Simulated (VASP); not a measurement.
All values below come from PBE GGA, VASP's PBE PAW potentials (set 64) (plane waves; VASP).

The input files of a VASP run:

**POSCAR**
```
FePt
1
    2.7014779275     0.0000000000     0.0000000000
    0.0000000000     2.7014779275     0.0000000000
    0.0000000000     0.0000000000     3.7445910034
Fe Pt
1 1
Direct
  0.0000000000   0.0000000000   0.0000000000
  0.5000000000   0.5000000000   0.5000000000
```

KPOINTS:
```
Automatic mesh
0
Gamma
13 13 10
0 0 0
```

INCAR:
```
! general
SYSTEM =FePt
PREC   =Accurate
ENCUT  =500
LREAL  =F   ! projection in real space or not
LASPH  =T

! electronic loop
EDIFF  =1E-6   ! SCF stop (eV)
NELM   =100   ! most electronic steps
ALGO   =Normal
LMAXMIX=6   ! l cut-off of mixed one-centre charges

! smearing
ISMEAR =1   ! Methfessel-Paxton
SIGMA  =0.1   ! width (eV)

! functional
GGA    =PE   ! PBE

! spin
ISPIN  =2
MAGMOM =2.9 0.3

! ions
IBRION =2   ! conjugate gradients
NSW    =40   ! most ionic steps
ISIF   =3   ! ions, shape and volume
EDIFFG =-0.02
PSTRESS=50

! output
LWAVE  =F
LCHARG =F
LORBIT =10
```

POTCAR, in this order: Fe Pt (PBE.64 set). Program: vasp_std.

What VASP printed:

**OSZICAR**
```
       N       E                     dE             d eps       ncg     rms          rms(c)
DAV:   1     0.899525384524E+02    0.89953E+02   -0.86222E+03 10400   0.129E+03
DAV:   2    -0.130303594815E+02   -0.10298E+03   -0.92436E+02 10381   0.251E+02
DAV:   3    -0.161454979572E+02   -0.31151E+01   -0.30101E+01 12544   0.528E+01
DAV:   4    -0.161780561081E+02   -0.32558E-01   -0.32543E-01 11720   0.466E+00
DAV:   5    -0.161789232581E+02   -0.86715E-03   -0.86713E-03 13103   0.851E-01    0.169E+01
DAV:   6    -0.172200770490E+02   -0.10412E+01   -0.13414E+01 10826   0.820E+01    0.232E+01
DAV:   7    -0.149307027657E+02    0.22894E+01   -0.95734E+00 12800   0.793E+01    0.894E+00
DAV:   8    -0.148887151683E+02    0.41988E-01   -0.44939E-01 12040   0.105E+01    0.415E+00
DAV:   9    -0.148098437938E+02    0.78871E-01   -0.12214E-01 14699   0.753E+00    0.183E+00
DAV:  10    -0.147991367831E+02    0.10707E-01   -0.35442E-02 15360   0.363E+00    0.644E-01
DAV:  11    -0.147984269187E+02    0.70986E-03   -0.21275E-03 13169   0.663E-01    0.255E-01
DAV:  12    -0.147983828699E+02    0.44049E-04   -0.19833E-04 13517   0.185E-01    0.915E-02
DAV:  13    -0.147983855907E+02   -0.27208E-05   -0.23651E-05 12295   0.763E-02    0.334E-02
DAV:  14    -0.147983861594E+02   -0.56872E-06   -0.34947E-06 12083   0.268E-02
   1 F= -.13945548E+02 E0= -.13945474E+02  d E =-.139455E+02  mag=     3.2291
       N       E                     dE             d eps       ncg     rms          rms(c)
DAV:   1    -0.147972238609E+02    0.11617E-02   -0.17440E-02 10206   0.178E+00    0.250E-01
DAV:   2    -0.147962105283E+02    0.10133E-02   -0.25635E-03 12096   0.578E-01    0.167E-01
DAV:   3    -0.147962480598E+02   -0.37532E-04   -0.34166E-04 13449   0.486E-01    0.919E-02
DAV:   4    -0.147962163470E+02    0.31713E-04   -0.23397E-04 12686   0.415E-01    0.777E-02
DAV:   5    -0.147962014710E+02    0.14876E-04   -0.20239E-05 14079   0.115E-01    0.302E-02
DAV:   6    -0.147961999351E+02    0.15359E-05   -0.74945E-06 14328   0.410E-02    0.618E-03
DAV:   7    -0.147961999643E+02   -0.29152E-07   -0.52334E-07  5509   0.144E-02
   2 F= -.13945453E+02 E0= -.13945388E+02  d E =0.953228E-04  mag=     3.2251
       N       E                     dE             d eps       ncg     rms          rms(c)
DAV:   1    -0.147986937398E+02   -0.24938E-02   -0.11738E-02 10178   0.148E+00    0.204E-01
DAV:   2    -0.147980164457E+02    0.67729E-03   -0.17400E-03 12103   0.473E-01    0.140E-01
DAV:   3    -0.147980437114E+02   -0.27266E-04   -0.27624E-04 13352   0.441E-01    0.818E-02
DAV:   4    -0.147980145712E+02    0.29140E-04   -0.17493E-04 12644   0.357E-01    0.632E-02
DAV:   5    -0.147980043799E+02    0.10191E-04   -0.12581E-05 13720   0.890E-02    0.249E-02
DAV:   6    -0.147980017017E+02    0.26782E-05   -0.49442E-06 12837   0.344E-02    0.504E-03
DAV:   7    -0.147980017056E+02   -0.38390E-08   -0.44522E-07  5346   0.129E-02
   3 F= -.13945548E+02 E0= -.13945475E+02  d E =-.446217E-06  mag=     3.2284
```

### OUTCAR
```
------------------------ aborting loop because EDIFF is reached ----------------------------------------
  FORCE on cell =-STRESS in cart. coord.  units (eV):
  Direction    XX          YY          ZZ          XY          YZ          ZX
  --------------------------------------------------------------------------------------
  Total        0.8722469      0.8722469      0.8603269      0.0000000      0.0000000      0.0000000
  in kB       51.1609745     51.1609745     50.4618156      0.0000000      0.0000000      0.0000000
  external PRESSURE =       0.9279215 kB  Pullay stress =      50.0000000 kB
  volume of cell :       27.32
      direct lattice vectors                 reciprocal lattice vectors
     2.701110501  0.000000000  0.000000000     0.370218101  0.000000000  0.000000000
     0.000000000  2.701110501  0.000000000     0.000000000  0.370218101  0.000000000
    -0.000000000  0.000000000  3.743919355    -0.000000000  0.000000000  0.267099770
 POSITION                                       TOTAL-FORCE (eV/Angst)
 -----------------------------------------------------------------------------------
      0.00000      0.00000      0.00000         0.000000      0.000000      0.000000
      1.35056      1.35056      1.87196        -0.000000      0.000000      0.000000
 -----------------------------------------------------------------------------------
    total drift:                               -0.000000      0.000000      0.000000
  FREE ENERGIE OF THE ION-ELECTRON SYSTEM (eV)
  ---------------------------------------------------
  free  energy   TOTEN  =       -14.7980017056 eV

  energy  without entropy=      -14.7977829946  energy(sigma->0) =      -14.79792880
  enthalpy is  TOTEN    =       -13.9455483790 eV   P V=        0.8524533266

 total charge

# of ion       s       p       d       tot
------------------------------------------
    1        0.411   0.458   6.137   7.006
    2        0.722   0.678   8.064   9.463
--------------------------------------------------
tot          1.133   1.136  14.200  16.469

 magnetization (x)

# of ion       s       p       d       tot
------------------------------------------
    1        0.003  -0.007   2.888   2.884
    2       -0.025  -0.070   0.416   0.321
--------------------------------------------------
tot         -0.022  -0.077   3.304   3.205

 reached required accuracy - stopping structural energy minimisation
```
(Selected blocks of OUTCAR.)

CONTCAR:
```
FePt
   1.00000000000000
     2.7011105008571463    0.0000000000000000    0.0000000000000000
     0.0000000000000000    2.7011105008571463    0.0000000000000000
    -0.0000000000000000    0.0000000000000000    3.7439193551133587
  Fe              Pt
     1     1
Direct
     0.0000000000000000    0.0000000000000000    0.0000000000000000
     0.5000000000000000    0.5000000000000000    0.5000000000000000
```

The compound is FePt in the L1_0 structure. This run relaxes it under an external pressure of 5 GPa. Symmetry was kept, so distortions that lower it aren't found.
